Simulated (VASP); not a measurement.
Input:

```
Ba
1.0
   -2.53999     2.46379     2.46379
    2.53999    -2.46379     2.46379
    2.53999     2.46379    -2.46379
Ba
1
Direct
  0.00000   0.00000   0.00000
```

Level of theory: r2SCAN meta-GGA, VASP's PBE PAW potentials (set 64) (plane waves; VASP). Numerical set-up: 480 eV cut-off, 10×10×10 Γ-centred mesh, first-order Methfessel-Paxton smearing of 0.10 eV, potentials Ba_sv.

Unless said otherwise, spin-orbit coupling is left out, though it shifts the bands of the heavy elements here.

Predict the energy per atom (σ→0), band gap (on the k-mesh) with the smallest direct gap where there is one.

```yaml
band gap (on the k-mesh): none (metal, semimetal or under 0.01 eV)
energy per atom (σ→0): -26.425 eV/atom
```

The absolute energy has meaning only against runs of the same code, potentials and settings.

The compound is Ba in the bcc structure. This cell was strained or had an atom moved on purpose.
